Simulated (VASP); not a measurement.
Input:

```
CELL_PARAMETERS angstrom
      2.09357    -3.62616     0.00000
      2.09357     3.62616     0.00000
      0.00000     0.00000     7.09358
ATOMIC_POSITIONS crystal
  Mg 0.00000 0.00000 0.00000
  I  0.33333 0.66667 0.23433
  I  0.66667 0.33333 0.76567
```

Level of theory: r2SCAN meta-GGA, VASP's PBE PAW potentials (set 64) (plane waves; VASP). Settings: 520 eV cut-off, 7×7×4 Γ-centred mesh, tetrahedra with Blöchl corrections, potentials Mg I.

The cores are frozen, which limits the accuracy of field gradients.

Task: Give the principal components of the electric field gradient (V/Å²) and the asymmetry η at each nucleus.

Result: 
| atom | Vxx | Vyy | Vzz | η |
|---|---|---|---|---|
| Mg1 | -0.2 | -0.2 | 0.5 | - |
| I2 | 25.5 | 25.5 | -50.9 | 0.00 |
| I3 | 25.5 | 25.5 | -50.9 | 0.00 |

The compound is MgI2 in the 1T layered structure. It was relaxed first, which changed the volume by +5 %.
